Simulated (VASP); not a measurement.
Output of a VASP run:

File OSZICAR:
```
       N       E                     dE             d eps       ncg     rms          rms(c)
DAV:   1     0.991551299800E+02    0.99155E+02   -0.79933E+03   416   0.112E+03
DAV:   2    -0.963601897032E+00   -0.10012E+03   -0.96580E+02   471   0.266E+02
DAV:   3    -0.500511124142E+01   -0.40415E+01   -0.40340E+01   501   0.567E+01
DAV:   4    -0.504350109413E+01   -0.38390E-01   -0.38385E-01   574   0.490E+00
DAV:   5    -0.504361151993E+01   -0.11043E-03   -0.11043E-03   506   0.250E-01    0.510E+00
DAV:   6    -0.482065416708E+01    0.22296E+00   -0.47010E-01   466   0.858E+00    0.421E+00
DAV:   7    -0.480562991292E+01    0.15024E-01   -0.11627E-01   466   0.246E+00    0.167E+00
DAV:   8    -0.480649608884E+01   -0.86618E-03   -0.99178E-03   431   0.136E+00    0.477E-01
DAV:   9    -0.480685236463E+01   -0.35628E-03   -0.10054E-03   481   0.358E-01    0.102E-01
DAV:  10    -0.480692170931E+01   -0.69345E-04   -0.12591E-04   436   0.117E-01    0.515E-02
DAV:  11    -0.480696775144E+01   -0.46042E-04   -0.88060E-05   434   0.636E-02    0.347E-02
DAV:  12    -0.480696659285E+01    0.11586E-05   -0.34325E-06   491   0.160E-02    0.196E-02
DAV:  13    -0.480696645673E+01    0.13612E-06   -0.64192E-07   313   0.447E-03
   1 F= -.48069665E+01 E0= -.48069665E+01  d E =-.480697E+01
       N       E                     dE             d eps       ncg     rms          rms(c)
DAV:   1    -0.480749324597E+01   -0.52665E-03   -0.10740E-02   461   0.134E+00    0.169E-01
DAV:   2    -0.480704208072E+01    0.45117E-03   -0.12299E-03   451   0.543E-01    0.556E-02
DAV:   3    -0.480699239513E+01    0.49686E-04   -0.12012E-04   436   0.118E-01    0.471E-02
DAV:   4    -0.480698216789E+01    0.10227E-04   -0.12496E-05   451   0.280E-02    0.881E-03
DAV:   5    -0.480698116058E+01    0.10073E-05   -0.13703E-06   218   0.157E-02    0.541E-03
DAV:   6    -0.480698081397E+01    0.34660E-06   -0.51921E-07   213   0.742E-03
   2 F= -.48069808E+01 E0= -.48069808E+01  d E =-.143572E-04
```

OUTCAR:
```
------------------------ aborting loop because EDIFF is reached ----------------------------------------
  FORCE on cell =-STRESS in cart. coord.  units (eV):
  Direction    XX          YY          ZZ          XY          YZ          ZX
  --------------------------------------------------------------------------------------
  Total       -0.0014649     -0.0014649     -0.0014649     -0.0000000      0.0000000      0.0000000
  in kB       -0.0322865     -0.0322865     -0.0322865     -0.0000000      0.0000000      0.0000000
  external PRESSURE =      -0.0322865 kB  Pullay stress =       0.0000000 kB
  volume of cell :       72.69
      direct lattice vectors                 reciprocal lattice vectors
    -0.000000000  3.312471840  3.312471840    -0.150944679  0.150944679  0.150944679
     3.312471840 -0.000000000  3.312471840     0.150944679 -0.150944679  0.150944679
     3.312471840  3.312471840  0.000000000     0.150944679  0.150944679 -0.150944679
  FREE ENERGIE OF THE ION-ELECTRON SYSTEM (eV)
  ---------------------------------------------------
  free  energy   TOTEN  =        -4.8069808140 eV

  energy  without entropy=       -4.8069808140  energy(sigma->0) =       -4.80698081

 reached required accuracy - stopping structural energy minimisation
```
(Selected blocks of OUTCAR.)

POSCAR:
```
CdTe
1
   -0.0000000000     3.3105368199     3.3105368199
    3.3105368199     0.0000000000     3.3105368199
    3.3105368199     3.3105368199     0.0000000000
Cd Te
1 1
Direct
  0.0000000000   0.0000000000   0.0000000000
  0.2500000000   0.2500000000   0.2500000000
```

Question: Reconstruct the remaining input files.

Answer: One answer among several that fit: the input of the run itself, PBE GGA, plane waves, VASP's PBE PAW potentials (set 64).

INCAR:
```
ALGO = Normal
EDIFF = 1E-6
EDIFFG = -0.01
ENCUT = 480
GGA = PE
IBRION = 2
ISIF = 3
ISMEAR = 0
LASPH = .TRUE.
LCHARG = .FALSE.
LMAXMIX = 4
LREAL = .FALSE.
LWAVE = .FALSE.
NELM = 100
NSW = 60
PREC = Accurate
SIGMA = 0.05
SYSTEM = CdTe
```

File KPOINTS:
```
Automatic mesh
0
Gamma
 6 6 6
```

POTCAR, in this order: Cd Te (PBE.64 set). Program: vasp_std.

The compound is CdTe in the zinc blende structure. This run relaxes it. Symmetry was kept, so distortions that lower it aren't found. The start is the result of an earlier pass.
